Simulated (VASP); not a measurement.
Output of a VASP run:

### OSZICAR
```
       N       E                     dE             d eps       ncg     rms          rms(c)
DAV:   1    -0.914575565572E+04   -0.91458E+04   -0.28468E+04   880   0.968E+02
DAV:   2    -0.971071795356E+04   -0.56496E+03   -0.55315E+03  1008   0.257E+02
DAV:   3    -0.976825488760E+04   -0.57537E+02   -0.57314E+02   981   0.975E+01
DAV:   4    -0.976947675145E+04   -0.12219E+01   -0.12189E+01   952   0.177E+01
DAV:   5    -0.396351254868E+02    0.97298E+04   -0.36228E+01   858   0.376E+01    0.856E+00
DAV:   6    -0.382747636919E+02    0.13604E+01   -0.52891E+00  1008   0.936E+00    0.483E+00
DAV:   7    -0.382611724751E+02    0.13591E-01   -0.15725E+00   992   0.518E+00    0.331E+00
DAV:   8    -0.382986022712E+02   -0.37430E-01   -0.19753E-01   946   0.187E+00    0.209E+00
DAV:   9    -0.382873122669E+02    0.11290E-01   -0.20181E-02   933   0.806E-01    0.119E+00
DAV:  10    -0.382842935670E+02    0.30187E-02   -0.10311E-02   895   0.444E-01    0.653E-01
DAV:  11    -0.382843331716E+02   -0.39605E-04   -0.26878E-03   946   0.215E-01    0.368E-01
DAV:  12    -0.382844665745E+02   -0.13340E-03   -0.54751E-04   895   0.114E-01    0.215E-01
DAV:  13    -0.382845815791E+02   -0.11500E-03   -0.23298E-04   938   0.767E-02    0.127E-01
DAV:  14    -0.382846704676E+02   -0.88888E-04   -0.10840E-04   887   0.501E-02    0.759E-02
DAV:  15    -0.382847240588E+02   -0.53591E-04   -0.43245E-05   933   0.319E-02    0.458E-02
DAV:  16    -0.382847529842E+02   -0.28925E-04   -0.17452E-05   887   0.201E-02    0.282E-02
DAV:  17    -0.382847680002E+02   -0.15016E-04   -0.75176E-06   893   0.127E-02    0.177E-02
DAV:  18    -0.382847756217E+02   -0.76214E-05   -0.34469E-06   917   0.831E-03    0.113E-02
DAV:  19    -0.382847794445E+02   -0.38228E-05   -0.16685E-06   893   0.563E-03    0.733E-03
DAV:  20    -0.382847813528E+02   -0.19083E-05   -0.83225E-07   893   0.390E-03    0.482E-03
DAV:  21    -0.382847823010E+02   -0.94826E-06   -0.41721E-07   909   0.273E-03    0.321E-03
DAV:  22    -0.382847827690E+02   -0.46795E-06   -0.20813E-07   904   0.191E-03    0.215E-03
DAV:  23    -0.382847829982E+02   -0.22920E-06   -0.10377E-07   893   0.134E-03    0.146E-03
DAV:  24    -0.382847831094E+02   -0.11124E-06   -0.51920E-08   909   0.942E-04    0.992E-04
DAV:  25    -0.382847831620E+02   -0.52551E-07   -0.26021E-08   893   0.665E-04    0.680E-04
DAV:  26    -0.382847831865E+02   -0.24486E-07   -0.13127E-08   896   0.473E-04    0.468E-04
DAV:  27    -0.382847831972E+02   -0.10714E-07   -0.66605E-09   901   0.338E-04    0.323E-04
DAV:  28    -0.382847832017E+02   -0.45065E-08   -0.33735E-09   909   0.243E-04    0.224E-04
DAV:  29    -0.382847832032E+02   -0.15370E-08   -0.17065E-09   893   0.176E-04    0.156E-04
DAV:  30    -0.382847832033E+02   -0.55479E-10   -0.87562E-10   853   0.129E-04
   1 F= -.38284783E+02 E0= -.38284783E+02  d E =-.473915E-15
```

### OUTCAR
```
------------------------ aborting loop because EDIFF is reached ----------------------------------------
  FORCE on cell =-STRESS in cart. coord.  units (eV):
  Direction    XX          YY          ZZ          XY          YZ          ZX
  --------------------------------------------------------------------------------------
  Total        0.4252681     -1.6897307     -0.8345767      0.0081351     -0.0137734     -0.1006501
  in kB        1.7974884     -7.1420152     -3.5275205      0.0343849     -0.0582161     -0.4254195
  external PRESSURE =      -2.9573491 kB  Pullay stress =       0.0000000 kB
  volume of cell :      379.06
      direct lattice vectors                 reciprocal lattice vectors
     0.000000000  5.744150000  5.744150000    -0.087045081  0.087045081  0.087045081
     5.744150000  0.000000000  5.744150000     0.087045081 -0.087045081  0.087045081
     5.744150000  5.744150000  0.000000000     0.087045081  0.087045081 -0.087045081
 POSITION                                       TOTAL-FORCE (eV/Angst)
 -----------------------------------------------------------------------------------
      8.61900      8.55817      8.60130         0.001409      0.021425     -0.000015
      2.89358      2.86253      2.85782        -0.002579      0.002137      0.008939
      5.71816      5.72985      5.69761         0.140874      0.066636      0.094859
      0.06428      5.76886      5.76933        -0.766149     -0.110737     -0.240036
      2.78129      5.74089      5.75674         0.536783      0.016355     -0.015449
      8.61912      5.80157      5.75686         0.092598     -0.020232      0.015692
      5.75394      2.91960      5.77167         0.018766     -0.223977      0.006026
      5.76619      8.59710      5.75118        -0.029804      0.223051     -0.007692
      5.76273      5.71337      2.85798        -0.009849      0.013990      0.017736
      5.71906      5.74956      8.62100         0.017950      0.011352      0.119942
 -----------------------------------------------------------------------------------
    total drift:                               -0.001201     -0.000648      0.000727
  FREE ENERGIE OF THE ION-ELECTRON SYSTEM (eV)
  ---------------------------------------------------
  free  energy   TOTEN  =       -38.2847832033 eV

  energy  without entropy=      -38.2847832033  energy(sigma->0) =      -38.28478320

  exchange ACFDT corr.  =         0.00000000  see jH, gK, PRB 81, 115126
```
(Selected blocks of OUTCAR.)

### POSCAR
```
Cs2AgBiBr6
1
    0.0000000000     5.7441500000     5.7441500000
    5.7441500000     0.0000000000     5.7441500000
    5.7441500000     5.7441500000     0.0000000000
Cs Ag Bi Br
2 1 1 6
Direct
  0.7434060000   0.7539960000   0.7464870000
  0.2460570000   0.2514610000   0.2522820000
  0.4969660000   0.4949310000   0.5005440000
 -0.0012530000   0.0056360000   0.0055540000
  0.7587150000   0.2434770000   0.2407180000
  0.2558530000   0.7463600000   0.7541440000
  0.2556800000   0.7491110000   0.2525940000
  0.7470290000   0.2541950000   0.7496420000
  0.2444770000   0.2530700000   0.7501640000
  0.7530710000   0.7477610000   0.2478710000
```

### Question
Write an INCAR and KPOINTS that could have produced this output.

### Answer
Several could match; the one computed here: the input of the run itself, PBE0 hybrid, plane waves, VASP's PBE PAW potentials (set 64).

KPOINTS:
```
K-points
0
Gamma
  2 2 2
```

INCAR:
```
! general
SYSTEM   = Cs2AgBiBr6
PREC     = Accurate
ENCUT    = 300
LREAL    = .False.
LASPH    = .True.
ISYM     = 3

! electronic loop
EDIFF    = 1E-10   ! SCF stop (eV)
NELM     = 100
ALGO     = Normal
LMAXMIX  = 4

! smearing
ISMEAR   = 0   ! Gaussian
SIGMA    = 0.02   ! width (eV)

! functional
GGA      = PE   ! PBE
LHFCALC  = .True.
AEXX     = 0.25
HFRCUT   = -1
PRECFOCK = Fast

! ions
ISIF     = 2

! output
LWAVE    = .False.
LCHARG   = .False.
```

POTCAR, in this order: Cs_sv Ag Bi_d Br (PBE.64 set). Program: vasp_std.

At this cut-off the stress carries a Pulay error, which pulls relaxed volumes low.

The structure comes from a computed database's Cs2AgBiBr6 entry; how it stands against other phases isn't given here. The cell was not relaxed at this level, atoms are displaced from their ideal sites. The k-mesh is coarse (spacing up to 0.47 per Å, 2π included), so the numbers may not be converged in it. The run is one of a series of settings (EDIFF = 1E-10 against the base run), some of them coarse on purpose.
